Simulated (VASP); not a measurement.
An input for Quantum ESPRESSO's pw.x (written as the equivalent of a VASP run, and not itself run):

```
&CONTROL
  calculation = 'vc-relax'
  pseudo_dir = './pseudo'
  outdir = './out'
  tprnfor = .true.
  tstress = .true.
  nstep = 40
  forc_conv_thr = 0.00078
/
&SYSTEM
  ibrav = 0
  nat = 2
  ntyp = 2
  ecutwfc = 82
  occupations = 'smearing'
  smearing = 'methfessel-paxton'
  degauss = 0.00735
  input_dft = 'pbesol'
/
&ELECTRONS
  conv_thr = 7.3e-08
  electron_maxstep = 100
/
&IONS
/
&CELL
  press = 100
/
ATOMIC_SPECIES
  Hf 178.490 Hf.upf
  C 12.011 C.upf
CELL_PARAMETERS angstrom
     0.0000000    2.2744870    2.2744870
     2.2744870   -0.0000000    2.2744870
     2.2744870    2.2744870    0.0000000
ATOMIC_POSITIONS crystal
  Hf   0.0000000  0.0000000  0.0000000
  C    0.5000000  0.5000000  0.5000000
K_POINTS automatic
  14 14 14 0 0 0
```

Problem. Write the VASP files for the same calculation (PBEsol).

Solution. This is not unique; one that fits is 
**INCAR**
```
ALGO = Normal
EDIFF = 1E-6
EDIFFG = -0.02
ENCUT = 620
GGA = PS
IBRION = 2
ISIF = 3
ISMEAR = 1
LASPH = .TRUE.
LCHARG = .FALSE.
LMAXMIX = 6
LREAL = .FALSE.
LWAVE = .FALSE.
NELM = 100
NSW = 40
PREC = Accurate
PSTRESS = 100
SIGMA = 0.1
SYSTEM = HfC
```

**POSCAR**
```
HfC
1.0
  0.0000000000   2.2744870054   2.2744870054
  2.2744870054   0.0000000000   2.2744870054
  2.2744870054   2.2744870054   0.0000000000
Hf C
1 1
Cartesian
  0.0000000000   0.0000000000   0.0000000000
  2.2744870054   2.2744870054   2.2744870054
```

**KPOINTS**
```
Automatic mesh
0
gamma
 14 14 14
```

POTCAR, in this order: Hf_pv C (PBE.64 set). Program: vasp_std.

Limits of the translation: the potentials are each code's own (VASP's PAW set, PseudoDojo norm-conserving files in pw.x), so ENCUT and ecutwfc are chosen apart and not converted; conv_thr bounds pw.x's estimated SCF error, while EDIFF bounds the energy change between steps; forc_conv_thr acts on force components and is met together with etot_conv_thr.

The compound is HfC in the rock salt structure. It was relaxed first under an external pressure of 10 GPa.
